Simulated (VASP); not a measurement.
All values below come from rev-vdW-DF2, VASP's PBE PAW potentials (set 64) (plane waves; VASP).

VASP input:

**INCAR**
```
AGGAC = 0.0
ALGO = Normal
EDIFF = 1E-7
EDIFFG = -0.01
ENCUT = 520
GGA = MK
IBRION = 2
ISIF = 4
ISMEAR = 1
ISPIN = 2
LASPH = .TRUE.
LCHARG = .FALSE.
LMAXMIX = 4
LORBIT = 10
LREAL = .FALSE.
LUSE_VDW = .TRUE.
LWAVE = .FALSE.
MAGMOM = 2.4 -2.4 -0.0 0.0 0.0 -0.0
NELM = 100
NSW = 30
PARAM1 = 0.1234568
PARAM2 = 0.7114
PREC = Accurate
SIGMA = 0.1
SYSTEM = MnO2
ZAB_VDW = -1.8867
```

POSCAR:
```
MnO2
1.0
  4.3095914452   0.0000000000   0.0000000000
  0.0000000000   4.3095914452   0.0000000000
  0.0000000000   0.0000000000   2.7938840768
Mn O
2 4
direct
  0.0000000000   0.0000000000   1.0000000000
  0.5000000000   0.5000000000   0.5000000000
  0.3035189134   0.3035189134   0.0000000000
  0.8035189134   0.1964810866   0.5000000000
  0.1964810866   0.8035189134   0.5000000000
  0.6964810866   0.6964810866   0.0000000000
```

**KPOINTS**
```
Automatic
0
gamma
 7 7 11
0 0 0
```

POTCAR, in this order: Mn_pv O (PBE.64 set). Program: vasp_std.

What does the run give for the energy per atom (σ→0), cell moment, band gap (on the k-mesh)?

```
Quantity                                                     Value
------------------------  ----------------------------------------
energy per atom (σ→0)                               -6.169 eV/atom
cell moment                                                0.00 μB
band gap (on the k-mesh)  none (metal, semimetal or under 0.01 eV)
```

### OSZICAR
```
...
DAV:   3    -0.370142751994E+02    0.11433E-02   -0.42509E-03  9500   0.890E-01    0.293E-01
DAV:   4    -0.370136585652E+02    0.61663E-03   -0.24310E-03  8796   0.549E-01    0.133E-01
DAV:   5    -0.370136266094E+02    0.31956E-04   -0.48283E-04  7536   0.228E-01    0.539E-02
DAV:   6    -0.370136284677E+02   -0.18583E-05   -0.28162E-05  7932   0.427E-02    0.313E-02
DAV:   7    -0.370136258905E+02    0.25773E-05   -0.54559E-06  8390   0.211E-02    0.936E-03
DAV:   8    -0.370136260401E+02   -0.14960E-06   -0.15203E-06  7448   0.102E-02    0.308E-03
DAV:   9    -0.370136261023E+02   -0.62185E-07   -0.65490E-08  3600   0.304E-03
   3 F= -.37013626E+02 E0= -.37013572E+02  d E =-.749170E-02  mag=     0.0000
```

The compound is MnO2 in the rutile structure. This cell is one point of a volume scan, at 0.94 of the reference volume. Symmetry was kept, so distortions that lower it aren't found.
